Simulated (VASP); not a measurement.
**SiB2: relaxation of cell and atoms with PBE**

SiB2:

```
Si B
1.0
     2.93000    0.00000    0.00000
     0.00000    4.78000    0.00000
     0.00000    0.00000    4.16000
Si B
2 4
Direct
  0.50000 0.50000 0.15350
  0.00000 0.00000 0.84650
  0.50000 0.69200 0.63200
  0.50000 0.30800 0.63200
  0.00000 0.19200 0.36800
  0.00000 0.80800 0.36800
```

The cell was built by a generator and needn't be a form met in nature.

* Program: VASP 6.6.1
* Task: relaxation of cell and atoms
* Functional: PBE
* Potentials or basis: VASP PAW PBE potentials, release 64 (Si, B)
* Cutoff: 520 eV
* k mesh: 6 × 4 × 4
* Occupations: gaussian, width 0.15 eV
* Spin: no spin polarisation
* Further INCAR settings: PREC = Normal; ALGO = Fast; EDIFF = 0.0001; IBRION = 2; EDIFFG = -0.08; NSW = 24; ISIF = 3

```json
{
 "Relaxed volume": "8.80 Å³/atom",
 "Relaxed cell": "a = 2.949 Å, b = 4.765 Å, c = 3.756 Å, α = 90.00°, β = 90.00°, γ = 90.00°",
 "Space group after relaxing (to 0.05 Å)": "Pmmn (No. 59)",
 "Energy gained by relaxing": "96.8 meV/atom",
 "Ionic steps": "11",
 "Pressure after relaxing": "0.0 GPa",
 "Largest force after relaxing": "0.063 eV/Å",
 "Band gap on the k mesh": "none (metal or under the smearing width)"
}
```

Forces on the atoms (eV/Å):
```
Si   0.000  0.000 -0.004
Si   0.000  0.000  0.004
B    0.000 -0.053 -0.034
B    0.000  0.053 -0.034
B    0.000 -0.053  0.034
B    0.000  0.053  0.034
```

Stress tensor (GPa, compression positive):
```
 0.10  0.00  0.00
 0.00  0.40  0.00
 0.00  0.00 -0.44
```

The path:
| step | energy change (eV) | largest force (eV/Å) | pressure (GPa) | volume (Å³) |
| --- | --- | --- | --- | --- |
| 1 | 0.0000 | 0.8299 | -14.72 | 58.26 |
| 2 | -0.3483 | 1.2138 | 9.69 | 51.02 |
| 3 | -0.4138 | 0.4410 | 1.04 | 52.92 |
| 4 | -0.4142 | 0.4814 | 1.42 | 52.81 |
| 5 | -0.4921 | 0.5813 | 1.00 | 52.73 |
| 6 | -0.5253 | 0.6648 | 1.09 | 52.59 |
| 7 | -0.5657 | 0.3048 | -1.50 | 53.07 |
| 8 | -0.5664 | 0.2830 | -1.26 | 53.01 |
| 9 | -0.5761 | 0.1321 | 1.02 | 52.52 |
| 10 | -0.5768 | 0.1073 | 0.62 | 52.62 |
| 11 | -0.5805 | 0.0632 | 0.02 | 52.79 |

Final structure:
```yaml
crystal:
  lattice:
    - [2.94938, 0.00000, 0.00000]
    - [0.00000, 4.76502, 0.00000]
    - [0.00000, 0.00000, 3.75617]
  atoms:
    - { symbol: Si, position: [0.50000, 0.50000, 0.13436] }
    - { symbol: Si, position: [0.00000, 0.00000, 0.86563] }
    - { symbol: B, position: [0.50000, 0.69766, 0.61535] }
    - { symbol: B, position: [0.50000, 0.30234, 0.61535] }
    - { symbol: B, position: [0.00000, 0.19766, 0.38465] }
    - { symbol: B, position: [0.00000, 0.80234, 0.38465] }
```

Levels at points of the mesh, in eV from the Fermi level:
```
           k point  band 6  band 7  band 8  band 9  band 10  band 11  band 12  band 13  band 14
(0.00, 0.00, 0.00)   -4.16   -2.89   -2.20   -2.02    -0.85    -0.71     1.98     4.25     5.02
(0.50, 0.00, 0.00)   -6.99   -5.67   -5.67   -1.05    -1.05    -0.80    -0.80     3.08     3.08
(0.00, 0.50, 0.00)   -5.25   -4.56   -4.56   -2.89    -2.89     2.91     2.91     4.23     4.23
(0.50, 0.50, 0.00)   -5.16   -3.20   -3.20   -2.29    -2.29     0.00     0.00     0.35     0.35
(0.00, 0.00, 0.50)   -7.22   -3.37   -0.20    0.34     1.51     2.92     2.95     4.11     5.96
(0.50, 0.00, 0.50)   -6.59   -6.01   -6.01   -3.94    -3.94    -1.46    -1.46     6.13     6.13
(0.00, 0.50, 0.50)   -4.10   -2.14   -2.14    0.42     0.42     1.92     1.92     2.93     2.93
(0.50, 0.50, 0.50)   -8.93   -7.19   -7.19   -1.58    -1.58     3.61     3.61     3.83     3.83
```

It took 77 s on 1 thread of Intel(R) Xeon(R) Platinum 8259CL CPU @ 2.50GHz (Skylake/Cascade Lake) (shared host), peak memory 0.14 GiB.

Caveat: the k mesh is coarse (spacing up to 0.38 Å⁻¹), so the values aren't converged; the relaxation stopped at a loose force limit of 0.08 eV/Å, so its end isn't a converged minimum.
